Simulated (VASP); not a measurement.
Consider the following.

```
CsI
1.0
    4.48416     0.00000     0.00000
    0.00000     4.48416     0.00000
    0.00000     0.00000     4.48416
Cs I
1 1
Direct
  0.00000   0.00000   0.00000
  0.50000   0.50000   0.50000
```

Method: optB86b-vdW, VASP's PBE PAW potentials (set 64) (plane waves; VASP). Settings: 520 eV cut-off, 6×6×6 Γ-centred mesh, Gaussian smearing of 0.050 eV, potentials Cs_sv I.

Unless said otherwise, spin-orbit coupling is left out, though it shifts the bands of the heavy elements here.

Question: Predict the energy per atom (σ→0), band gap (on the k-mesh) with the smallest direct gap where there is one.

Answer: 
| Item | Value |
|---|---|
| band gap (on the k-mesh) | 4.03 eV |
| smallest direct gap (on the k-mesh) | 4.11 eV |
| energy per atom (σ→0) | -0.441 eV/atom |

The compound is CsI in the CsCl type structure. This cell is one point of a volume scan, at 0.97 of the reference volume.
